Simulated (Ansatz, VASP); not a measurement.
**Cross-check of Na (Na(110), 5 layers) between VASP and Ansatz**

Aim: how closely do two programs agree when they are given the same cell, functional and k mesh? The structure shown is the end of the Ansatz relaxation below.

Method: plane waves, with VASP 6.6.1 beside it; single point at PBE, in Ansatz 0.2.0.

## Step 1: Set-up

The cell holds 5 atoms: 5 Na. Cell: a = 3.663 Å, b = 3.663 Å, c = 26.964 Å, α = 90.0°, β = 90.0°, γ = 70.5°. Vacuum lies along c.

As a file:

```cif
data_structure
_symmetry_space_group_name_H-M 'P 1'
_symmetry_Int_Tables_number 1
_cell_length_a 3.6633
_cell_length_b 3.6633
_cell_length_c 26.9642
_cell_angle_alpha 90.000
_cell_angle_beta 90.000
_cell_angle_gamma 70.529
_cell_volume 341.16
loop_
_atom_site_label
_atom_site_type_symbol
_atom_site_fract_x
_atom_site_fract_y
_atom_site_fract_z
_atom_site_occupancy
Na1 Na 0.00000 0.00000 0.27815 1
Na2 Na 0.50000 0.50000 0.38907 1
Na3 Na 0.00000 0.00000 0.50000 1
Na4 Na 0.50000 0.50000 0.60856 1
Na5 Na 0.00000 0.00000 0.71681 1
```

## Step 2: Ansatz: relaxation, PBE

Ansatz runs on its default PAW (the set named soft_2) files.

This run makes the geometry at which the two programs are then compared.

Input file input.yaml:

```yaml
crystal:
  lattice:
    - [2.9910616844, -2.115, 0.0]
    - [2.9910616844, 2.115, 0.0]
    - [0.0, 0.0, 26.9642467377]
  atoms:
    - { symbol: Na, position: [0.0, 0.0, 0.2781460974] }
    - { symbol: Na, position: [0.5, 0.5, 0.3890730487] }
    - { symbol: Na, position: [0.0, 0.0, 0.5] }
    - { symbol: Na, position: [0.5, 0.5, 0.6109269513] }
    - { symbol: Na, position: [0.0, 0.0, 0.7218539026] }
kpoints:
  mp_grid: { grid: [8, 8, 1] }
hamiltonian:
  xc: pbe
scf:
  occupations: { method: fermi_dirac, width: 0.1 }
  convergence: { dr2_threshold: 1.0e-08 }
efield:
  axis: 3
  dipole_correction: true
  ramp_position: 0.97
  ramp_width: 0.04
relax:
  f_tol: 0.01
  constraints: [{ sites: [0, 1, 2] }]
output:
  write_potential: true
  write_density: true
  volumetric_format: npy
```

Started as:

```sh
$ ansatz run input.yaml --threads 4 --pin off --max-ram 8192MiB --backend cpu --events-out ev --progress --plain --runs-dir out
```

Numbers of over 12 decimals in the logs are rounded to 6 here.

What it wrote:

```text
Engine: ansatz 0.2.0, x86_64-unknown-linux-gnu
Pseudopotentials: kind: paw
Pseudopotential: Na, paw, valence charge 9, recommended cutoff 420 eV (normal), Na.paw.azcp
Functional definition: PBE
  parameter kappa = 0.804
  parameter beta = 0.066725
  exchange = pbe_x(kappa = kappa, mu = beta*pi^2/3)
  correlation = pbe_c(beta = beta)
Crystal: 5 atoms, lattice volume = 341.157 Å³
Basis set: ecut = 420 eV, 6633 PW (Γ), exchange–correlation on 50×50×384 points (8 copies of the dense FFT grid, shifted against one another)
Bands: 28, of which v1, the nominal top of the filled ones, is band 23 counted from 1 (22 counted from 0)
Symmetry: 4 space group operations
k-points: 21 of 64
Non-local potential: Na, projectors of the file, l = 0: 3, l = 1: 2, l = 2: 1
PAW form: soft (Blöchl's): semilocal exchange-correlation on the pseudo side does not see the compensation charge
PAW one-centre angular grid: Na, 110 points (default); XC on 64 Gauss nodes
Initial density: superposition of atomic densities (neutral atoms: chi_scale 0, normalization atom), corrected by the library's trained network
Initial wavefunctions: pseudopotential atomic-orbital guess
Functional: x = pbe(κ = 0.804, μ = 0.219515), c = pbe(β = 0.066725)
SCF iter   1: F=—  HF=-7431.835170 eV  |F-HF|=—  |Δ(HF+E_count)|=         —  Δρ=2.13e-3  dr2=8.24e-1  ethr=1.77e-3  p=-0.000 e·Å  D=-2.19e-4 V/Å  ΔV_dip=0.01 eV  dr2_dipole=4.20e-5  V_vac-E_F(+/−)=3.03/3.02 eV  ⟨swp⟩=7.9  Hψ=2690  notcnv=0
efield: sawtooth ramp at fractional position 0.9700 (set: `efield.ramp_position`, or a place that a band, a saddle search or an elastic batch's reference lends), width 0.0400; the density the first Hamiltonian is built on has a dipole p = -0.000 e·Å; the dipole correction subtracts the counter field D = -2.19e-4 V/Å, which shifts the + side's vacuum level by +0.01 eV against the − side's; the planar-averaged density in the ramp window peaks in size at 2.8e-5 e/Å³
preconditioner: auto → LDOS  [metal: Δε(μ)=0.093 eV  Ē_g=3.067 eV  σ=0.100 eV  W_gap=0.22  n_scr=36 (ndim 8)  ℏωp=4.5 eV  f_vac=0.411  D(μ)=2.63/eV (n_scr^D=10)  β→1.0]
SCF iter   2: F=—  HF=-7431.782146 eV  |F-HF|=—  |Δ(HF+E_count)|=   5.30e-2  Δρ=5.94e-4  dr2=1.47e-3  ethr=1.77e-3  p=0.000 e·Å  D=1.63e-5 V/Å  ΔV_dip=-0.00 eV  dr2_dipole=1.86e-6  V_vac-E_F(+/−)=2.86/2.86 eV  ⟨swp⟩=1.6  Hψ=775  notcnv=0
SCF iter   3: F=—  HF=-7431.782412 eV  |F-HF|=—  |Δ(HF+E_count)|=   2.65e-4  Δρ=3.89e-4  dr2=5.28e-4  ethr=3.26e-6  p=0.000 e·Å  D=9.31e-6 V/Å  ΔV_dip=-0.00 eV  dr2_dipole=1.15e-7  V_vac-E_F(+/−)=2.86/2.86 eV  ⟨swp⟩=2.0  Hψ=1078  notcnv=0
SCF iter   4: F=—  HF=-7431.782248 eV  |F-HF|=—  |Δ(HF+E_count)|=   1.64e-4  Δρ=9.40e-5  dr2=3.50e-5  ethr=1.17e-6  p=0.000 e·Å  D=1.34e-5 V/Å  ΔV_dip=-0.00 eV  dr2_dipole=9.76e-11  V_vac-E_F(+/−)=2.86/2.86 eV  ⟨swp⟩=2.0  Hψ=1008  notcnv=0
SCF iter   5: F=—  HF=-7431.782240 eV  |F-HF|=—  |Δ(HF+E_count)|=   7.45e-6  Δρ=1.62e-5  dr2=3.21e-6  ethr=7.79e-8  p=0.000 e·Å  D=1.49e-5 V/Å  ΔV_dip=-0.00 eV  dr2_dipole=3.42e-10  V_vac-E_F(+/−)=2.86/2.86 eV  ⟨swp⟩=2.0  Hψ=985  notcnv=0
SCF iter   6: F=—  HF=-7431.782302 eV  |F-HF|=—  |Δ(HF+E_count)|=   6.15e-5  Δρ=2.45e-6  dr2=1.06e-7  ethr=7.13e-9  p=0.000 e·Å  D=1.55e-5 V/Å  ΔV_dip=-0.00 eV  dr2_dipole=1.04e-11  V_vac-E_F(+/−)=2.86/2.86 eV  ⟨swp⟩=1.9  Hψ=653  notcnv=0
SCF iter   7: F=-7431.782302 eV  HF=-7431.782302 eV  |F-HF|=8.04e-9  |Δ(HF+E_count)|=   2.87e-8  Δρ=8.94e-7  dr2=8.34e-9  ethr=2.22e-11  p=0.000 e·Å  D=1.55e-5 V/Å  ΔV_dip=-0.00 eV  dr2_dipole=9.92e-12  V_vac-E_F(+/−)=2.86/2.86 eV  ⟨swp⟩=7.8  Hψ=3195  notcnv=0
SCF 1 converged in 7 iterations: F = -7431.782302 eV  dr2 = 8.34e-9
  greatest PAW one-centre occupation: 0.999 electrons in one spin orbital (limit 2), on the Na atom at site 4 (counted from 0), in its partial waves of l = 0
relax step   1: F+E_penalty+E_count = -7431.78230189 eV  Δ(F+E_penalty+E_count) = +0.000e0 eV  max|allowed force component| = 2.476e-2 eV/Å  Δτ_max = 0.0000 Å  (7 SCF iters, accepted)
[...]
relax step   3: F+E_penalty+E_count = -7431.78368690 eV  Δ(F+E_penalty+E_count) = -9.025e-4 eV  max|allowed force component| = 4.892e-3 eV/Å  Δτ_max = 0.0729 Å  (7 SCF iters, accepted)
[...]
relax step   4: F+E_penalty+E_count = -7431.78378551 eV  Δ(F+E_penalty+E_count) = -9.861e-5 eV  max|allowed force component| = 3.538e-3 eV/Å  Δτ_max = 0.0391 Å  (6 SCF iters, accepted)
NSCF: frozen V_eff on 21 k-points
the band table was solved once a step of the walk had ended and its energy, with any forces and stress, was formed, with the checks that follow a solve (3146 applications of the Hamiltonian). They found nothing against the state; the energy, forces and stress were not computed again (output.eigenvalues in the input reference)
WARN: The output density's exchange-correlation potential varies sharply where the density is thin. Do not read a vacuum level from v_tot or v_xc, or from such a field of the output density. On a cell that repeats whose density bears no net charge and no dipole along the vacuum's axis use v_es (v_loc + v_h of the components); under efield.dipole_correction with no amplitude use v_es + v_field, which holds any externa [...]
SCF converged after 6 iterations
Free energy (F): -7431.783786 eV
Harris-Foulkes:  -7431.783786 eV  (|F-HF|=9.07e-9)
Internal energy: -7431.695655 eV  (E = F + TS)
E sigma→0 (E₀):  -7431.739720 eV
Entropy (-TS):   -0.088130 eV (-17.626 meV/atom)
Fermi energy:    -0.274807 eV
Dipole field:    D = 0.000382 V/Å  (p = 0.000719 e·Å, saw-weighted, corrected)
Work function:   Φ+ = 2.8383 eV   Φ− = 2.8487 eV
Levels:          The Fermi level and band energies are counted from a zero that moves with the ramp; work functions are not
--- Per-component energies (eV) ---
  E_band       = -1300.593672
  E_kinetic    = 600.363981
  E_local      = -21059.705043  (includes V_loc(G=0)·N_el)
  E_nonlocal   = 575.424571
  E_hartree    = 9514.328332
  E_xc         = -191.188428
  E_vxc        = -245.626134  (∫ρ·V_xc dr)
  E_paw        = -1315.847306  (= ΣΔE_a)
  E_vpaw       = -199.704453  (= ΣTr[D̂ρ^β])
  E_aug_tail   = -0.000152  (compensation charges beyond the density's cutoff)
  E_efield     = 0.000000  (sawtooth field / dipole correction)
  E_vefield    = -0.003944  (∫n·V_field dr)
  E_ewald      = 4444.928389
  E_smearing   = -0.088130  (= −TS)
  E_closure    = -0.000000  (closes the sum)
  Σ components = -7431.783786   (vs F -7431.783786, Δ=0.00e0)
--- Forces (eV/Å), atoms counted from 1 ---
  atom   1  Na     0.00000000     0.00000000     0.02513860
  atom   2  Na     0.00000000     0.00000000    -0.00551169
  atom   3  Na     0.00000000     0.00000000    -0.02216128
  atom   4  Na     0.00000000     0.00000000     0.00353803
  atom   5  Na     0.00000000     0.00000000    -0.00099565
  max |Σ_I F_I| component: 8.02e-6 eV/Å
--- Band table (eV; the first three rows and the last of 21) ---
  k-point 0: bands = [... 19 lower, -25.1839, -3.4192, -3.0454, -2.3943, -1.5140, -0.4657, 0.4560, 1.6496, ... 1 higher]
  k-point 1: bands = [... 19 lower, -25.1855, -3.2165, -2.8438, -2.1945, -1.3165, -0.2711, 0.6416, 1.8422, ... 1 higher]
  k-point 2: bands = [... 19 lower, -25.1868, -2.6130, -2.2436, -1.5995, -0.7284, 0.3068, 1.1990, 2.3800, ... 1 higher]
  k-point 20: bands = [... 19 lower, -25.1928, 0.5456, 0.8783, 1.0134, 1.3894, 1.4746, 2.0251, 2.3067, ... 1 higher]
--- Relaxed structure (4 steps of the walk, 4 accepted, 0 SCFs on fresh bases) ---
  F+E_penalty+E_count = -7431.78378551 eV   max|allowed force component| = 3.538e-3 eV/Å
  atoms:
    - { symbol: Na, position: [0.0, 0.0, 0.2781460974] }
    - { symbol: Na, position: [0.500000, 0.500000, 0.3890730487] }
    - { symbol: Na, position: [0.0, 0.0, 0.5] }
    - { symbol: Na, position: [0.500000, 0.500000, 0.608565] }
    - { symbol: Na, position: [0.0, 0.0, 0.716809] }
```

Reading the cycles: dr2 is the Hartree energy of the density residual (eV), the measure of convergence; HF is the Harris–Foulkes estimate of the energy, which meets the free energy F at convergence.

## Step 3: VASP: single point, PBE

The same cell, functional, mesh and smearing now go to VASP, with its own data sets and cutoff.

Lines of VASP's logs that name or quote its potential files are left out, and so is its time.

Input file INCAR:

```
SYSTEM = Na
PREC = Accurate
ENCUT = 400
EDIFF = 1E-06
NELM = 100
ISMEAR = -1
SIGMA = 0.1
LREAL = .FALSE.
ALGO = Normal
GGA = PE
NBANDS = 23
LORBIT = 11
LWAVE = .FALSE.
LCHARG = .FALSE.
KPAR = 2
ISIF = 0
LDIPOL = .TRUE.
IDIPOL = 3
DIPOL = 0.5 0.5 0.499
LVHAR = .TRUE.
```

Input file POSCAR:

```
Na
1.0
    2.9910616844     -2.1150000000      0.0000000000
    2.9910616844      2.1150000000      0.0000000000
    0.0000000000      0.0000000000     26.9642467377
Na
5
Direct
    0.0000000000      0.0000000000      0.2781460974
    0.5000000000      0.5000000000      0.3890730487
    0.0000000000      0.0000000000      0.5000000000
    0.5000000000      0.5000000000      0.6085649709
    0.0000000000      0.0000000000      0.7168086105
```

Input file KPOINTS:

```
Automatic mesh
0
Gamma
8 8 1
0 0 0
```

Potentials, in the order of the species: Na_pv (PBE family, release 64).

Started as:

```sh
$ mpirun -np 2 vasp_std
```

What it wrote:

```text
[banner, memory and clock lines left out]
running    2 mpi-ranks, on    1 nodes
 distrk:  each k-point on    1 cores,    2 groups
 distr:  one band on    1 cores,    1 groups

 POSCAR found type information on POSCAR Na
 POSCAR found :  1 types and       5 ions
 LDA part: xc-table for (Slater+PW92), standard interpolation
 POSCAR, INCAR and KPOINTS ok, starting setup
 FFT: planning ... GRIDC
 FFT: planning ... GRID_SOFT
 FFT: planning ... GRID
 WAVECAR not read
 entering main loop
       N       E                     dE             d eps       ncg     rms          rms(c)
DAV:   1     0.214961035914E+03    0.21496E+03   -0.16377E+04  1310   0.102E+03
DAV:   2     0.344919512078E+01   -0.21151E+03   -0.20784E+03  1085   0.341E+02
DAV:   3    -0.626328023379E+01   -0.97125E+01   -0.95982E+01  1148   0.932E+01
DAV:   4    -0.645183735314E+01   -0.18856E+00   -0.18852E+00  1094   0.136E+01
DAV:   5    -0.645786439151E+01   -0.60270E-02   -0.60270E-02  1343   0.233E+00    0.803E-01
DAV:   6    -0.631272434542E+01    0.14514E+00   -0.16079E+00  1132   0.467E+00    0.537E-01
DAV:   7    -0.637438060195E+01   -0.61656E-01   -0.11623E+00  1245   0.167E+00    0.611E-01
DAV:   8    -0.627046662749E+01    0.10391E+00   -0.85640E-01  1241   0.105E+00    0.297E-01
DAV:   9    -0.625693925032E+01    0.13527E-01   -0.68234E-02   987   0.709E-01    0.105E-01
DAV:  10    -0.625733625141E+01   -0.39700E-03   -0.86711E-03  1099   0.730E-01    0.497E-02
DAV:  11    -0.625699059761E+01    0.34565E-03   -0.24804E-03  1073   0.180E-01    0.288E-02
DAV:  12    -0.625708300402E+01   -0.92406E-04   -0.30449E-04  1065   0.125E-01    0.142E-02
DAV:  13    -0.625694890655E+01    0.13410E-03   -0.29706E-04  1100   0.479E-02    0.881E-03
DAV:  14    -0.625701383546E+01   -0.64929E-04   -0.37207E-05   875   0.422E-02    0.406E-03
DAV:  15    -0.625702446769E+01   -0.10632E-04   -0.30878E-05   945   0.217E-02    0.301E-03
DAV:  16    -0.625708070812E+01   -0.56240E-04   -0.12093E-05   952   0.993E-03    0.187E-03
DAV:  17    -0.625712732694E+01   -0.46619E-04   -0.62713E-06   861   0.603E-03    0.914E-04
DAV:  18    -0.625714625891E+01   -0.18932E-04   -0.14754E-06   714   0.395E-03    0.533E-04
DAV:  19    -0.625715492999E+01   -0.86711E-05   -0.77270E-07   672   0.166E-03    0.220E-04
DAV:  20    -0.625715670927E+01   -0.17793E-05   -0.23735E-07   679   0.143E-03    0.808E-05
DAV:  21    -0.625715686260E+01   -0.15333E-06   -0.21662E-08   644   0.691E-04
   1 F= -.62571569E+01 E0= -.62131193E+01  d E =-.880751E-01
```

From OUTCAR (step 3):

```text
ion  position               nearest neighbor table
   1  0.000  0.000  0.278-
   2  0.500  0.500  0.389-
   3  0.000  0.000  0.500-
   4  0.500  0.500  0.609-
   5  0.000  0.000  0.717-

  LATTYP: Found a base centered orthorhombic cell.
 ALAT       =     4.2300000000
 B/A-ratio  =     1.4142135624
 C/A-ratio  =     6.3745264155

 Subroutine GETGRP returns: Found  4 space group operations
 (whereof  4 operations were pure point group operations)

The static configuration has the point symmetry C_2v.

 Found     21 irreducible k-points:

   k-points           NKPTS =     21   k-points in BZ     NKDIM =     21   number of bands    NBANDS=     23

   dimension x,y,z NGX =    24 NGY =   24 NGZ =  180
   dimension x,y,z NGXF=    48 NGYF=   48 NGZF=  360

   ENCUT  =  400.0 eV  29.40 Ry    5.42 a.u.   5.97  5.97 43.97*2*pi/ulx,y,z

   NELECT =      35.0000    total number of electrons

 k-points in reciprocal lattice and weights: Automatic mesh
   0.00000000  0.00000000  0.00000000       0.016
   0.12500000  0.00000000  0.00000000       0.062
   0.25000000  0.00000000  0.00000000       0.062
   0.37500000 -0.00000000  0.00000000       0.062
   0.50000000  0.00000000  0.00000000       0.031
   0.12500000  0.12500000  0.00000000       0.031
   0.25000000  0.12500000  0.00000000       0.062
   0.37500000  0.12500000  0.00000000       0.062
   0.50000000  0.12500000  0.00000000       0.062
[...]
-0.37500000  0.37500000  0.00000000       0.031
   0.50000000  0.50000000  0.00000000       0.016

 dipolmoment           0.000000      0.000000     -0.000831 electrons x Angstroem

 average (electrostatic) potential at core
       1 -52.0039       2 -51.8089       3 -51.7620       4 -51.7855       5 -51.9942

 E-fermi :  -1.0428

 k-point     1 :       0.0000    0.0000    0.0000
  band No.  band energies     occupation
    ...
     16      -4.1909      2.00000
     17      -3.8161      2.00000
     18      -3.1640      2.00000
     19      -2.2830      1.99999
     20      -1.2343      1.74332
     21      -0.3111      0.00133
     22       0.8797      0.00000
     23       1.6648      0.00000

 k-point     2 :       0.1250    0.0000    0.0000
  band No.  band energies     occupation
    ...
     16      -3.9878      2.00000
     17      -3.6142      2.00000
     18      -2.9639      2.00000
     19      -2.0853      1.99994
     20      -1.0396      0.98420
     21      -0.1256      0.00021
     22       1.0724      0.00000
     23       1.8561      0.00000

 k-point     3 :       0.2500    0.0000    0.0000
  band No.  band energies     occupation
    ...
     15     -25.9509      2.00000
     16      -3.3832      2.00000
     17      -3.0131      2.00000
     18      -2.3683      2.00000
     19      -1.4968      1.97888
     20      -0.4614      0.00596
     21       0.4316      0.00000
     22       1.6108      0.00000
     23       2.3958      0.00000

  energy-cutoff  :      400.00
  volume of cell :      341.16
      direct lattice vectors                 reciprocal lattice vectors
     2.991061684 -2.115000000  0.000000000     0.167164724 -0.236406619  0.000000000
     2.991061684  2.115000000  0.000000000     0.167164724  0.236406619  0.000000000
     0.000000000  0.000000000 26.964246738     0.000000000  0.000000000  0.037086146

 POSITION                                       TOTAL-FORCE (eV/Angst)
 -----------------------------------------------------------------------------------
      0.00000      0.00000      7.50000        -0.000000      0.000000      0.024154
      2.99106      0.00000     10.49106        -0.000000      0.000000     -0.005097
      0.00000      0.00000     13.48212        -0.000000      0.000000     -0.021762
      2.99106      0.00000     16.40950         0.000000      0.000000      0.003767
      0.00000      0.00000     19.32820         0.000000      0.000000     -0.001062
 -----------------------------------------------------------------------------------
    total drift:                               -0.000000     -0.000000     -0.002075

  FREE ENERGIE OF THE ION-ELECTRON SYSTEM (eV)
  ---------------------------------------------------
  free  energy   TOTEN  =        -6.2571568626 eV

  energy  without entropy=       -6.1690818106  energy(sigma->0) =       -6.21311934

 vacuum level on the upper side and lower side of the slab         1.797         1.809

 total charge
# of ion       s       p       d       tot
------------------------------------------
    1        0.101   5.957   0.000   6.058
    2        0.095   5.963   0.000   6.059
    3        0.096   5.964   0.000   6.061
    4        0.097   5.964   0.000   6.061
    5        0.102   5.958   0.000   6.060
--------------------------------------------------
tot          0.491  29.807   0.000  30.298

[... 3 further parts left out ...]
```

## Step 4: Comparison

Known differences besides the potentials themselves: the data sets hold 45 valence electrons in Ansatz (default PAW (the set named soft_2) files) and 35 in VASP; the cutoff is 420 eV in Ansatz and 400 eV in VASP; VASP leaves aspherical gradient terms in its spheres out (LASPH is not set), Ansatz keeps them. Total energies have different zeros and are not compared.

Compared:

```tsv
quantity	Ansatz	VASP	difference
work function, lower of the two faces (eV)	2.84	2.84	0.00
work function, higher of the two faces (eV)	2.85	2.85	0.00
```

## Step 5: Summary of results

```json
{"difference in work function, higher of the two faces (single point, PBE)": "-0.0031 eV"}
```

What this shows: The difference in work function, higher of the two faces is -0.0031 eV (single point, PBE). Such differences can come from data sets, numerical settings and the points named under the comparisons, not from the functional's error against experiment.

[Lines on the potential files, build, host, timing and source positions are cut from VASP's logs without a mark.]

[Logs are printed without paths, hosts, clocks, repeated set-up lines and the standing remarks that a program may print on its own settings, such as how far it seeks lower states.]

[Hosts, paths, dates, database ids (printed as entryN), source tags and the programs' standing remarks are cut or masked in the printed files.]
